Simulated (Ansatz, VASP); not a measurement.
Two plane-wave programs on CsLiCr2Te2S3

INCAR

```
  ALGO = Normal
  EDIFF = 1E-7
  ENCUT = 520
  GGA = PE
  ISIF = 2
  ISMEAR = -1
  ISPIN = 2
  KPAR = 4
  LASPH = True
  LCHARG = True
  LMAXMIX = 4
  LORBIT = 11
  LREAL = False
  LVHAR = True
  LWAVE = False
  MAGMOM = 0 0 3 3 0 0 0 0 0
  NBANDS = 47
  NELM = 100
  PREC = Accurate
  SIGMA = 0.05
```

Contents of KPOINTS:

```
k-points
0
Gamma
  5 5 4
```

POSCAR

```
CsLiCr2Te2S3
1.0
    3.4216200000     -5.1806900000      0.0078400000
    3.4216200000      5.1806900000      0.0078400000
   -2.9041100000      0.0000000000      7.4309300000
Cs Li Cr Te S
1 1 2 2 3
Direct
    0.0853380000      0.0862210000      0.0051640000
    0.5839220000      0.5858820000      0.5585590000
    0.0636530000      0.4723630000      0.5622920000
    0.4696150000      0.0589730000      0.5565960000
    0.5627070000      0.8667330000      0.2845050000
    0.8733070000      0.5635280000      0.2953300000
    0.8115810000      0.3888590000      0.7298580000
    0.3964890000      0.8169270000      0.7336650000
    0.2064220000      0.2110570000      0.4826190000
```

The input input.yaml:

```yaml
crystal:
  lattice:
    - [3.42162, -5.18069, 0.00784]
    - [3.42162, 5.18069, 0.00784]
    - [-2.90411, 0.0, 7.43093]
  atoms:
    - { symbol: Cs, position: [0.085338, 0.086221, 0.005164] }
    - { symbol: Li, position: [0.583922, 0.585882, 0.558559] }
    - { symbol: Cr, position: [0.063653, 0.472363, 0.562292], spin: 3.0 }
    - { symbol: Cr, position: [0.469615, 0.058973, 0.556596], spin: 3.0 }
    - { symbol: Te, position: [0.562707, 0.866733, 0.284505] }
    - { symbol: Te, position: [0.873307, 0.563528, 0.29533] }
    - { symbol: S, position: [0.811581, 0.388859, 0.729858] }
    - { symbol: S, position: [0.396489, 0.816927, 0.733665] }
    - { symbol: S, position: [0.206422, 0.211057, 0.482619] }
hamiltonian:
  xc: pbe
  pseudopotentials: { kind: paw }
magnetization:
  spin_polarized: true
kpoints:
  mp_grid: { grid: [5, 5, 4] }
scf:
  occupations: { method: fermi_dirac, width: 0.05 }
output:
  forces: true
  stress: true
  eigenvalues: true
```

Change from the starting cell: atoms moved at random, drawn with an rms of 0.05 Å.

Alike in both runs: task single point; functional PBE; k mesh 5 × 5 × 4; occupations fermi-dirac, width 0.05 eV; collinear spin, ferromagnetic start.

|  | VASP | Ansatz |
| --- | --- | --- |
| version | VASP 6.6.1 | Ansatz 0.2.0 |
| potentials or method | VASP PAW PBE potentials, release 64 (Cs_sv, Li_sv, Cr_pv, Te, S) | Ansatz PAW |
| plane-wave cutoff (eV) | 520 | 420 |
| valence electrons in the cell | 66 | 90 |

VASP gave:

```
gap on the k mesh at the Fermi level (eV)                     : none
rms of the force components (eV/Å)                            : 0.166
net moment per atom (μB)                                      : 0.45
size of the moment on the site where the two differ most (μB) : 2.33
```

Task: Estimate Ansatz's values.

Result: gap on the k mesh at the Fermi level (eV): none; rms of the force components (eV/Å): 0.166; net moment per atom (μB): 0.45; size of the moment on the site where the two differ most (μB): 2.08.

Site moments also hang on the region over which each program counts them. Atom by atom the forces differ by 0.003 eV/Å (rms over components). A gap of «none» marks a metal or a gap that the smearing closes. The functional is the same, so the differences come from potentials, cutoffs and numerics. The two sets of potentials don't hold the same shells in valence.

Caveats: only a ferromagnetic start was run, and an antiferromagnetic order may lie lower in energy. Spin-orbit coupling is left out, which matters for the levels of Cs, Te.
